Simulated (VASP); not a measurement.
Level of theory: PBEsol GGA, VASP's PBE PAW potentials (set 64) (plane waves; VASP 6.6.1).

VASP input:

**POSCAR**
```
CsSnI3
6.09560
  1.0000000000   0.0000000000   0.0000000000
  0.0000000000   1.0000000000   0.0000000000
  0.0000000000   0.0000000000   1.0000000000
Cs Sn I
1 1 3
Cartesian
  0.0000000000   0.0000000000   0.0000000000
  0.5000000000   0.5000000000   0.5000000000
  0.5000000000   0.0000000000   0.5000000000
  0.0000000000   0.5000000000   0.5000000000
  0.5000000000   0.5000000000   0.0000000000
```

**KPOINTS**
```
Regular mesh
0
Gamma
 3 3 3
```

### INCAR
```
ALGO = Normal
EDIFF = 1E-6
ENCUT = 300
GGA = PS
ISIF = 2
ISMEAR = -1
LASPH = .True.
LCHARG = .False.
LMAXMIX = 4
LREAL = .False.
LWAVE = .False.
NELM = 100
PREC = Accurate
SIGMA = 0.01
SYSTEM = CsSnI3
```

POTCAR, in this order: Cs_sv Sn_d I (PBE.64 set). Program: vasp_std.

### Question
What will the output report for the number of irreducible k-points (NKPTS), largest plane-wave count, number of space-group operations, FFT grid (NGX, NGY, NGZ)?

### Answer

```yaml
number of irreducible k-points (NKPTS): 4
largest_plane_wave_count: 2721
number_of_space_group_operations: 48
FFT grid (NGX, NGY, NGZ): 36 × 36 × 36
```

The structure is a typed CsSnI3 crystal. The cell was not relaxed at this level, and its volume differs by -5.9 % from the start's.
